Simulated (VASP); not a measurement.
Method: PBE GGA, VASP's PBE PAW potentials (set 64) (plane waves; VASP).

Input for VASP

**INCAR**
```
ALGO  =  Normal
EDIFF  =  1E-2
ENCUT  =  400
GGA  =  PE
ISIF  =  2
ISMEAR  =  0
LASPH  =  .TRUE.
LCHARG  =  .FALSE.
LMAXMIX  =  4
LREAL  =  .FALSE.
LWAVE  =  .FALSE.
NELM  =  100
PREC  =  Accurate
SIGMA  =  0.05
SYSTEM  =  CuAs
```

**POSCAR**
```
CuAs
1
    2.9899140000     0.0000000000     0.0000000000
    0.0000000000     2.9899140000     0.0000000000
    0.0000000000     0.0000000000     2.9899140000
Cu As
1 1
Direct
  0.0000000000   0.0000000000   0.0000000000
  0.5000000000   0.5000000000   0.5000000000
```

### KPOINTS
```
Automatic mesh
0
Gamma
8 8 8
0 0 0
```

POTCAR, in this order: Cu As (PBE.64 set). Program: vasp_std.

The run wrote:

OSZICAR:
```
       N       E                     dE             d eps       ncg     rms          rms(c)
DAV:   1     0.705853403228E+02    0.70585E+02   -0.66061E+03   860   0.148E+03
DAV:   2    -0.557655400290E+01   -0.76162E+02   -0.70896E+02   860   0.249E+02
DAV:   3    -0.888171780721E+01   -0.33052E+01   -0.30908E+01  1064   0.632E+01
DAV:   4    -0.893591774953E+01   -0.54200E-01   -0.53973E-01   940   0.690E+00
DAV:   5    -0.893658184136E+01   -0.66409E-03   -0.66388E-03   772   0.834E-01    0.110E+01
DAV:   6    -0.977654697830E+01   -0.83997E+00   -0.24153E+01   944   0.174E+02    0.912E+00
DAV:   7    -0.761212971939E+01    0.21644E+01   -0.61805E+00   988   0.948E+01    0.213E+00
DAV:   8    -0.758137415070E+01    0.30756E-01   -0.67835E-01  1072   0.255E+01    0.138E+00
DAV:   9    -0.756197781342E+01    0.19396E-01   -0.10750E-01   924   0.103E+01    0.130E-01
DAV:  10    -0.756211965147E+01   -0.14184E-03   -0.27794E-03   452   0.142E+00
   1 F= -.75621197E+01 E0= -.75613453E+01  d E =-.154877E-02
```

**OUTCAR**
```
------------------------ aborting loop because EDIFF is reached ----------------------------------------
  FORCE on cell =-STRESS in cart. coord.  units (eV):
  Direction    XX          YY          ZZ          XY          YZ          ZX
  --------------------------------------------------------------------------------------
  Total        2.8936370      2.8936370      2.8936370      0.0000000      0.0000000     -0.0000000
  in kB      173.4516894    173.4516894    173.4516894      0.0000000      0.0000000     -0.0000000
  external PRESSURE =     173.4516894 kB  Pullay stress =       0.0000000 kB
  volume of cell :       26.73
      direct lattice vectors                 reciprocal lattice vectors
     2.989914000  0.000000000  0.000000000     0.334457780  0.000000000  0.000000000
     0.000000000  2.989914000  0.000000000     0.000000000  0.334457780  0.000000000
     0.000000000  0.000000000  2.989914000     0.000000000  0.000000000  0.334457780
 POSITION                                       TOTAL-FORCE (eV/Angst)
 -----------------------------------------------------------------------------------
      0.00000      0.00000      0.00000         0.000000      0.000000      0.000000
      1.49496      1.49496      1.49496         0.000000      0.000000      0.000000
 -----------------------------------------------------------------------------------
    total drift:                               -0.000000      0.000000     -0.000000
  FREE ENERGIE OF THE ION-ELECTRON SYSTEM (eV)
  ---------------------------------------------------
  free  energy   TOTEN  =        -7.5621196515 eV

  energy  without entropy=       -7.5605708790  energy(sigma->0) =       -7.56134527
```
(Selected blocks of OUTCAR.)

The structure was generated: CuAs was put into the CsCl type (Pm-3m), which need not be its known phase. The cell was not relaxed at this level. The run is one of a series of settings (EDIFF = 1E-2 against the base run), some of them coarse on purpose.
